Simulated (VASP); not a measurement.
Data:

```xyz
6
Lattice="4.6023 0.0000 0.0000 0.0000 4.6023 0.0000 0.0000 0.0000 2.9602" Properties=species:S:1:pos:R:3 pbc="T T T"
Ti     0.0000     0.0000     0.0000
Ti     2.3012     2.3012     1.4801
O      1.4015     1.4015     0.0000
O      3.7026     0.8997     1.4801
O      0.8997     3.7026     1.4801
O      3.2009     3.2009     0.0000
```

Method: r2SCAN meta-GGA, VASP's PBE PAW potentials (set 64) (plane waves; VASP). Settings: 620 eV cut-off, 5×5×8 Γ-centred mesh, Gaussian smearing of 0.050 eV, potentials Ti_sv O.

**Question.** Predict the energy per atom (σ→0), band gap (on the k-mesh) with the smallest direct gap where there is one.

**Answer.** 
The band gap (on the k-mesh) comes out as 2.21 eV. The smallest direct gap (on the k-mesh) is 2.21 eV and the energy per atom (σ→0) is -11.635 eV/atom.

Total energies compare only between runs with the same potentials, cut-off and functional.

The compound is TiO2 in the rutile structure. It was relaxed first.
